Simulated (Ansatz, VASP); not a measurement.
## Cross-check of RbLiPdC2 between VASP and Ansatz

One calculation is typed for both programs; each brings its own data sets. How far apart do they land? The cell is generated by rule, not measured, and may not be a known phase. The cell is taken from a series of runs on this material, whose earlier steps may have relaxed, scaled, displaced or heated it; both programs get it as it stands.

Calculated with Ansatz 0.2.0; plane waves, with VASP 6.6.1 beside it; RPBE.

## Step 1: The structure

It takes space group P3m1 (No. 156, trigonal). Conventional cell: a = 5.115 Å, b = 5.115 Å, c = 5.283 Å, α = 90.00°, β = 90.00°, γ = 120.00°. Nearest to Rb lie 6 C at 2.96 to 3.13 Å. Nearest to Li lie 3 Pd at 2.99 Å. Pd has 2 C at 1.99 to 2.02 Å and 3 Li at 2.99 Å nearest. Nearest to C lie 1 C at 1.27 Å and 1 Pd at 2.02 Å and 3 Rb at 2.96 Å. Nearest to C lie 1 C at 1.27 Å and 1 Pd at 1.99 Å and 3 Rb at 3.13 Å. Farther neighbours are not listed.

## Step 2: VASP: relaxation of cell and atoms, RPBE, pair 1

The relaxed volume is the usual yardstick between codes: in a stiff, nearly cubic crystal its relative difference is about their pressure difference at one cell divided by the bulk modulus.

Lines of VASP's logs that name or quote its potential files are left out, and so is its time.

INCAR reads:

```
SYSTEM = RbLiPdC2
PREC = Accurate
ENCUT = 750
EDIFF = 1E-07
NELM = 120
ISMEAR = 0
SIGMA = 0.02
LREAL = .FALSE.
ALGO = Normal
GGA = RP
NBANDS = 21
LASPH = .TRUE.
LORBIT = 11
LWAVE = .FALSE.
LCHARG = .FALSE.
ISIF = 3
IBRION = 2
NSW = 80
EDIFFG = -0.005
GGA_COMPAT = .FALSE.
NELMIN = 4
EFERMI = MIDGAP
KPAR = 4
```

POSCAR reads:

```
RbLiPdC2
1.0
    5.1152970000     -0.0000030000      0.0000000000
   -2.5576460000      4.4299780000      0.0000000000
    0.0000000000      0.0000000000      5.2828790000
Rb Li Pd C
1 1 1 2
Direct
    0.3333334361      0.6666667419      0.3570414920
    0.6666667694      0.3333334086      0.8445641098
    0.0000001028      0.0000000752      0.9313732152
    0.0000001028      0.0000000752      0.3131786664
    0.0000001028      0.0000000752      0.5538425166
```

KPOINTS reads:

```
Automatic mesh
0
Gamma
6 6 4
0 0 0
```

PAW data sets: Rb_sv, Li_sv, Pd and C (PBE family, release 64).

On the command line:

```
$ mpirun -np 4 vasp_std
```

Numbers of over 12 decimals in the logs are rounded to 6 here.

The log of the run:

```text
[banner, memory and clock lines left out]
running    4 mpi-ranks, on    1 nodes
 distrk:  each k-point on    1 cores,    4 groups
 distr:  one band on    1 cores,    1 groups

 POSCAR found type information on POSCAR RbLiPdC
 POSCAR found :  4 types and       5 ions
|                                                                             |
|               ----> ADVICE to this user running VASP <----                  |
|                                                                             |
|     You enforced a specific xc type in the INCAR file but a different       |
|     [... a line on the potential file left out ...]
|     I HOPE YOU KNOW WHAT YOU ARE DOING!                                     |
|                                                                             |

 LDA part: xc-table for (Slater+PW92), standard interpolation
 POSCAR, INCAR and KPOINTS ok, starting setup
 FFT: planning ... GRIDC
 FFT: planning ... GRID_SOFT
 FFT: planning ... GRID
 WAVECAR not read
 entering main loop
       N       E                     dE             d eps       ncg     rms          rms(c)
DAV:   1     0.205101342582E+03    0.20510E+03   -0.15762E+04  1008   0.168E+03
DAV:   2    -0.774423322571E+01   -0.21285E+03   -0.20012E+03  1215   0.310E+02
DAV:   3    -0.273072831033E+02   -0.19563E+02   -0.19350E+02  1611   0.851E+01
DAV:   4    -0.284470509317E+02   -0.11398E+01   -0.11310E+01  1671   0.181E+01
DAV:   5    -0.285350167700E+02   -0.87966E-01   -0.87960E-01  1348   0.288E+00    0.128E+01
DAV:   6    -0.246221078457E+02    0.39129E+01   -0.11065E+01  1213   0.209E+01    0.600E+00
DAV:   7    -0.243108226195E+02    0.31129E+00   -0.36398E+00  1277   0.122E+01    0.412E+00
DAV:   8    -0.242764168360E+02    0.34406E-01   -0.36140E-01  1524   0.447E+00    0.193E+00
DAV:   9    -0.242872832783E+02   -0.10866E-01   -0.59007E-02  1072   0.160E+00    0.298E-01
DAV:  10    -0.242929654948E+02   -0.56822E-02   -0.77931E-03  1290   0.517E-01    0.187E-01
DAV:  11    -0.242966930685E+02   -0.37276E-02   -0.48035E-03  1077   0.370E-01    0.815E-02
DAV:  12    -0.242976481595E+02   -0.95509E-03   -0.15413E-03  1210   0.218E-01    0.213E-02
DAV:  13    -0.242977510758E+02   -0.10292E-03   -0.13049E-04  1312   0.645E-02    0.137E-02
DAV:  14    -0.242977974557E+02   -0.46380E-04   -0.10732E-04  1074   0.547E-02    0.258E-03
DAV:  15    -0.242977991756E+02   -0.17199E-05   -0.32037E-06  1428   0.963E-03    0.170E-03
DAV:  16    -0.242978000306E+02   -0.85497E-06   -0.18956E-06  1103   0.787E-03    0.642E-04
DAV:  17    -0.242978001373E+02   -0.10678E-06   -0.73734E-08  1140   0.168E-03    0.317E-04
DAV:  18    -0.242978002404E+02   -0.10303E-06   -0.17237E-07  1000   0.246E-03    0.173E-04
DAV:  19    -0.242978002428E+02   -0.24515E-08   -0.78035E-09   849   0.574E-04
   1 F= -.24297800E+02 E0= -.24297800E+02  d E =-.242978E+02
[...]
2 F= -.24294777E+02 E0= -.24294777E+02  d E =0.302283E-02
[...]
3 F= -.24297882E+02 E0= -.24297882E+02  d E =-.820956E-04
[...]
4 F= -.24297903E+02 E0= -.24297903E+02  d E =-.209840E-04
 trial-energy change:   -0.000021  1 .order   -0.000016   -0.000061    0.000028
 step:   0.6143(harm=  0.5651)  dis= 0.00037  next Energy=   -24.297907 (dE=-0.246E-04)
 bond charge predicted
       N       E                     dE             d eps       ncg     rms          rms(c)
DAV:   1    -0.242979179991E+02   -0.14695E-04   -0.42190E-04  1113   0.152E-01    0.227E-02
DAV:   2    -0.242979116964E+02    0.63027E-05   -0.62646E-05  1088   0.669E-02    0.124E-02
DAV:   3    -0.242979086516E+02    0.30449E-05   -0.87764E-06  1166   0.276E-02    0.600E-03
DAV:   4    -0.242979075758E+02    0.10758E-05   -0.25940E-06  1436   0.916E-03    0.141E-03
DAV:   5    -0.242979074957E+02    0.80056E-07   -0.17060E-07   855   0.351E-03
   5 F= -.24297907E+02 E0= -.24297907E+02  d E =-.251573E-04
 curvature:  -0.29 expect dE=-0.930E-06 dE for cont linesearch -0.309E-06
 trial: gam= 0.00000 g(F)=  0.463E-06 g(S)=  0.277E-05 ort =-0.915E-05 (trialstep = 0.785E+00)
 search vector abs. value=  0.323E-05
 reached required accuracy - stopping structural energy minimisation
```

OUTCAR, selected parts (step 2):

```text
ion  position               nearest neighbor table
   1  0.333  0.667  0.357-   4 2.96   4 2.96   4 2.96   5 3.13   5 3.13   5 3.13   3 3.71   3 3.71
                             3 3.71   2 3.92   2 3.92   2 3.92   2 4.01   2 4.01   2 4.01   3 4.23
   2  0.667  0.333  0.845-   3 2.99   3 2.99   3 2.99   1 3.92   1 3.92   1 3.92   1 4.01   1 4.01
                             1 4.01
   3  0.000  0.000  0.931-   5 1.99   4 2.02   2 2.99   2 2.99   2 2.99   1 3.71   1 3.71   1 3.71
                             1 4.23   1 4.23   1 4.23
   4  0.000  0.000  0.313-   5 1.27   3 2.02   1 2.96   1 2.96   1 2.96
   5  0.000  0.000  0.554-   4 1.27   3 1.99   1 3.13   1 3.13   1 3.13

  LATTYP: Found a hexagonal cell.
 ALAT       =     5.1152970000
 C/A-ratio  =     1.0327609521

 Subroutine GETGRP returns: Found  6 space group operations
 (whereof  6 operations were pure point group operations)

The static configuration has the point symmetry C_3v.

 Found     24 irreducible k-points:

   k-points           NKPTS =     24   k-points in BZ     NKDIM =     24   number of bands    NBANDS=     21

   dimension x,y,z NGX =    48 NGY =   48 NGZ =   48
   dimension x,y,z NGXF=    96 NGYF=   96 NGZF=   96

   ENCUT  =  750.0 eV  55.12 Ry    7.42 a.u.  11.42 11.42 11.80*2*pi/ulx,y,z

   NELECT =      30.0000    total number of electrons

 k-points in reciprocal lattice and weights: Automatic mesh
   0.00000000  0.00000000  0.00000000       0.007
   0.16666667  0.00000000  0.00000000       0.042
   0.33333333  0.00000000  0.00000000       0.042
   0.50000000 -0.00000000  0.00000000       0.021
   0.16666667  0.16666667  0.00000000       0.042
   0.33333333  0.16666667  0.00000000       0.083
   0.33333333  0.33333333  0.00000000       0.014
   0.00000000  0.00000000  0.25000000       0.014
   0.16666667  0.00000000  0.25000000       0.042
[...]
0.33333333  0.16666667  0.50000000       0.083
   0.33333333  0.33333333  0.50000000       0.014

 average (electrostatic) potential at core
       1 -37.4291       2 -65.7145       3 -78.5904       4 -52.5118       5 -52.5551

 E-fermi :   1.5192

 k-point     1 :       0.0000    0.0000    0.0000
  band No.  band energies     occupation
    ...
     11      -0.9498      2.00000
     12      -0.9498      2.00000
     13      -0.8384      2.00000
     14      -0.3770      2.00000
     15      -0.3770      2.00000
     16       5.1964      0.00000
     17       6.0266      0.00000
     18       6.3409      0.00000
     19       6.3409      0.00000
     20       6.5202      0.00000
    ...

 k-point     2 :       0.1667    0.0000    0.0000
  band No.  band energies     occupation
    ...
     11      -0.9645      2.00000
     12      -0.9453      2.00000
     13      -0.5771      2.00000
     14      -0.3629      2.00000
     15      -0.3436      2.00000
     16       4.6127      0.00000
     17       5.7552      0.00000
     18       5.9157      0.00000
     19       5.9868      0.00000
     20       6.6290      0.00000
    ...

 k-point     3 :       0.3333    0.0000    0.0000
  band No.  band energies     occupation
    ...
     11      -0.9872      2.00000
     12      -0.9102      2.00000
     13      -0.4650      2.00000
     14      -0.2731      2.00000
     15      -0.0395      2.00000
     16       3.4387      0.00000
     17       5.3385      0.00000
     18       5.3921      0.00000
     19       5.6093      0.00000
     20       6.4509      0.00000
    ...

  Total       -0.0066655     -0.0066655      0.0140696      0.0000000     -0.0000000     -0.0000000
  in kB       -0.0892565     -0.0892565      0.1884040      0.0000000     -0.0000000     -0.0000000
  external PRESSURE =       0.0032970 kB  Pullay stress =       0.0000000 kB

  energy-cutoff  :      750.00
  volume of cell :      119.65
      direct lattice vectors                 reciprocal lattice vectors
     5.115020802 -0.000003000 -0.000000000     0.195502692  0.112873400  0.000000000
    -2.557507901  4.429738805 -0.000000000     0.000000132  0.225747021  0.000000000
    -0.000000000 -0.000000000  5.280512054     0.000000000  0.000000000  0.189375574

 POSITION                                       TOTAL-FORCE (eV/Angst)
 -----------------------------------------------------------------------------------
      0.00000      2.95316      1.88535        -0.000000      0.000000     -0.000064
      2.55751      1.47658      4.45978         0.000000      0.000000      0.001165
      0.00000      0.00000      4.91765        -0.000000     -0.000000      0.000178
      0.00000      0.00000      1.65302         0.000000      0.000000     -0.002561
      0.00000      0.00000      2.92573        -0.000000      0.000000      0.001283
 -----------------------------------------------------------------------------------
    total drift:                               -0.000795     -0.000799      0.000462

  FREE ENERGIE OF THE ION-ELECTRON SYSTEM (eV)
  ---------------------------------------------------
  free  energy   TOTEN  =       -24.2979074957 eV

  energy  without entropy=      -24.2979074957  energy(sigma->0) =      -24.29790750

 reached required accuracy - stopping structural energy minimisation

 total charge
# of ion       s       p       d       tot
------------------------------------------
    1        1.949   5.348   0.034   7.331
    2        2.005   0.017   0.000   2.022
    3        0.598   0.460   8.576   9.635
    4        0.922   1.590   0.000   2.512
    5        0.916   1.590   0.000   2.505
--------------------------------------------------
tot          6.390   9.004   8.610  24.005

[... 3 further parts left out ...]
```

CONTCAR:

```
RbLiPdC2
   1.00000000000000
     5.1150208018212160   -0.0000029998319018   -0.0000000000000000
    -2.5575079010402990    4.4297388053819162   -0.0000000000000000
    -0.0000000000000000   -0.0000000000000000    5.2805120543194759
  Rb              Li              Pd              C
     1     1     1     2
Direct
     0.3333334360999984    0.6666667419000021    0.3570397235905423
     0.6666667694000026    0.3333334085999979    0.8445741260235977
     0.0000001028000014    0.0000000751999991    0.9312822933782717
     0.0000001028000014    0.0000000751999991    0.3130418804881359
     0.0000001028000014    0.0000000751999991    0.5540619765194452
```

The run keeps the 6 symmetry operations of its start, so it cannot find a distortion of lower symmetry.

[end of part 1 of 3]

[Lines on the potential files, build, host, timing and source positions are cut from VASP's logs without a mark.]

[Logs are printed without paths, hosts, clocks, repeated set-up lines and the standing remarks that a program may print on its own settings, such as how far it seeks lower states.]

[Hosts, paths, dates, database ids (printed as entryN), source tags and the programs' standing remarks are cut or masked in the printed files.]
